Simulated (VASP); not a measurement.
Method: PBEsol GGA, VASP's PBE PAW potentials (set 64) (plane waves; VASP 6.6.1).

The input files of a VASP run:

### INCAR
```
ALGO = Normal
EDIFF = 1E-7
ENCUT = 480
GGA = PS
ISIF = 2
ISMEAR = 1
LASPH = .True.
LCHARG = .False.
LMAXMIX = 4
LREAL = .False.
LWAVE = .False.
NELM = 100
PREC = Accurate
SIGMA = 0.1
SYSTEM = TeRh
```

### POSCAR
```
TeRh
1
    1.8042638432    -5.1610844043    -0.0000000000
    1.8042638432     5.1610844043     0.0000000000
    0.0000000000    -0.0000000000     3.9680742696
Te Rh
2 2
Direct
  0.6439228130   0.3560771870   0.2500000000
  0.3560771870   0.6439228130   0.7500000000
  0.9046605030   0.0953394970   0.2500000000
  0.0953394970   0.9046605030   0.7500000000
```

File KPOINTS:
```
Automatic mesh
0
Gamma
8 8 8
0 0 0
```

POTCAR, in this order: Te Rh_pv (PBE.64 set). Program: vasp_std.

The resulting files:

**OSZICAR**
```
       N       E                     dE             d eps       ncg     rms          rms(c)
DAV:   1     0.360663753435E+03    0.36066E+03   -0.23259E+04  5882   0.157E+03
DAV:   2    -0.106276984393E+02   -0.37129E+03   -0.36672E+03  6099   0.424E+02
DAV:   3    -0.242157822014E+02   -0.13588E+02   -0.13354E+02  6323   0.792E+01
DAV:   4    -0.244701736995E+02   -0.25439E+00   -0.25324E+00  5832   0.102E+01
DAV:   5    -0.244746991142E+02   -0.45254E-02   -0.45240E-02  6267   0.144E+00    0.171E+01
DAV:   6    -0.242036280048E+02    0.27107E+00   -0.68366E-01  5666   0.689E+00    0.957E+00
DAV:   7    -0.241636769741E+02    0.39951E-01   -0.58538E-01  5635   0.410E+00    0.284E+00
DAV:   8    -0.241110340179E+02    0.52643E-01   -0.30268E-01  5452   0.447E+00    0.194E+00
DAV:   9    -0.241118101347E+02   -0.77612E-03   -0.97220E-03  5662   0.580E-01    0.146E+00
DAV:  10    -0.241105040277E+02    0.13061E-02   -0.10230E-02  5427   0.870E-01    0.904E-01
DAV:  11    -0.241100620032E+02    0.44202E-03   -0.56439E-04  5689   0.176E-01    0.635E-01
DAV:  12    -0.241100114976E+02    0.50506E-04   -0.81193E-05  5720   0.452E-02    0.380E-01
DAV:  13    -0.241099691412E+02    0.42356E-04   -0.29411E-05  6012   0.405E-02    0.280E-01
DAV:  14    -0.241099411290E+02    0.28012E-04   -0.28979E-05  5754   0.324E-02    0.163E-01
DAV:  15    -0.241099286797E+02    0.12449E-04   -0.20678E-05  6033   0.288E-02    0.557E-02
DAV:  16    -0.241099268341E+02    0.18456E-05   -0.42574E-06  5968   0.121E-02    0.134E-02
DAV:  17    -0.241099267386E+02    0.95466E-07   -0.23316E-07  3140   0.324E-03
   1 F= -.24109927E+02 E0= -.24110328E+02  d E =0.120370E-02
```

OUTCAR:
```
------------------------ aborting loop because EDIFF is reached ----------------------------------------
  FORCE on cell =-STRESS in cart. coord.  units (eV):
  Direction    XX          YY          ZZ          XY          YZ          ZX
  --------------------------------------------------------------------------------------
  Total        0.2014635      0.2246372      0.0114589      0.0000000      0.0000000      0.0000000
  in kB        4.3677348      4.8701393      0.2484290      0.0000000      0.0000000      0.0000000
  external PRESSURE =       3.1621010 kB  Pullay stress =       0.0000000 kB
  volume of cell :       73.90
      direct lattice vectors                 reciprocal lattice vectors
     1.804263843 -5.161084404  0.000000000     0.277121332 -0.096878865  0.000000000
     1.804263843  5.161084404  0.000000000     0.277121332  0.096878865  0.000000000
     0.000000000  0.000000000  3.968074270     0.000000000  0.000000000  0.252011412
 POSITION                                       TOTAL-FORCE (eV/Angst)
 -----------------------------------------------------------------------------------
      1.80426     -1.48560      0.99202         0.000000      0.033398     -0.000000
      1.80426      1.48560      2.97606         0.000000     -0.033398     -0.000000
      1.80426     -4.17697      0.99202         0.000000      0.085437      0.000000
      1.80426      4.17697      2.97606         0.000000     -0.085437     -0.000000
 -----------------------------------------------------------------------------------
    total drift:                               -0.000000     -0.000000      0.000000
  FREE ENERGIE OF THE ION-ELECTRON SYSTEM (eV)
  ---------------------------------------------------
  free  energy   TOTEN  =       -24.1099267386 eV

  energy  without entropy=      -24.1111304338  energy(sigma->0) =      -24.11032797
```
(Selected blocks of OUTCAR.)

### OUTCAR
```
 val. band max:       11.1994688030   @ k =   0.3750  -0.0000   0.1250

 cond. band min:      11.2130973711   @ k =   0.5000   0.5000   0.0000


 Fermi energy:        11.2125309897

 k-point     1 :       0.0000    0.0000    0.0000
  band No.  band energies     occupation
      1     -35.0377      2.00000
      2     -34.9735      2.00000
      3     -34.9138      2.00000
      4     -34.8495      2.00000
      5     -34.8433      2.00000
      6     -34.8168      2.00000
      7      -3.2516      2.00000
      8      -0.4712      2.00000
      9       4.6998      2.00000
     10       6.8085      2.00000
     11       7.6716      2.00000
     12       7.7289      2.00000
     13       7.7929      2.00000
     14       8.1912      2.00000
     15       8.4826      2.00000
     16       8.5854      2.00000
     17       9.2436      2.00000
     18       9.5830      2.00000
     19       9.7788      2.00000
     20      10.0788      2.00000
     21      10.5173      2.00000
     22      11.0265      2.02447
     23      11.8738     -0.00000
     24      12.3481     -0.00000
     25      14.5642      0.00000

 k-point     2 :       0.1250   -0.0000    0.0000
  band No.  band energies     occupation
      1     -35.0372      2.00000
      2     -34.9730      2.00000
      3     -34.9135      2.00000
      4     -34.8497      2.00000
      5     -34.8458      2.00000
      6     -34.8189      2.00000
      7      -3.0697      2.00000
      8      -0.4150      2.00000
      9       4.7637      2.00000
     10       6.6015      2.00000
     11       6.7047      2.00000
     12       7.5048      2.00000
     13       7.7725      2.00000
     14       8.3664      2.00000
     15       8.5673      2.00000
     16       8.5854      2.00000
     17       9.3496      2.00000
     18       9.5809      2.00000
     19       9.9992      2.00000
     20      10.0086      2.00000
     21      10.3295      2.00000
     22      10.8291      2.00000
     23      12.2827     -0.00000
...
```

Unless said otherwise, spin-orbit coupling is left out, though it shifts the bands of the heavy elements here.

The structure was generated: TeRh was put into the CrB type (Cmcm), which need not be its known phase. It was relaxed first, which changed the volume by -56 %.
